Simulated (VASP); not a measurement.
Here is the system:

```
Ge
1.0
    0.00000     2.92667     2.92667
    2.92667     0.00000     2.92667
    2.92667     2.92667     0.00000
Ge
2
Direct
  0.00000   0.00000   0.00000
  0.25000   0.25000   0.25000
```

Method: revPBE GGA, VASP's PBE PAW potentials (set 64) (plane waves; VASP). Settings: 520 eV cut-off, 11×11×11 Γ-centred mesh, first-order Methfessel-Paxton smearing of 0.10 eV, potentials Ge_d.

Task: Give the stress tensor in GPa (positive for a compressed cell).

Result: 
```
-1.48   0.00   0.00
 0.00  -1.48   0.00
 0.00   0.00  -1.48
```
The pressure is its mean diagonal, -1.48 GPa.

The compound is Ge in the diamond structure. This cell is one point of a volume scan, at 1.03 of the reference volume.
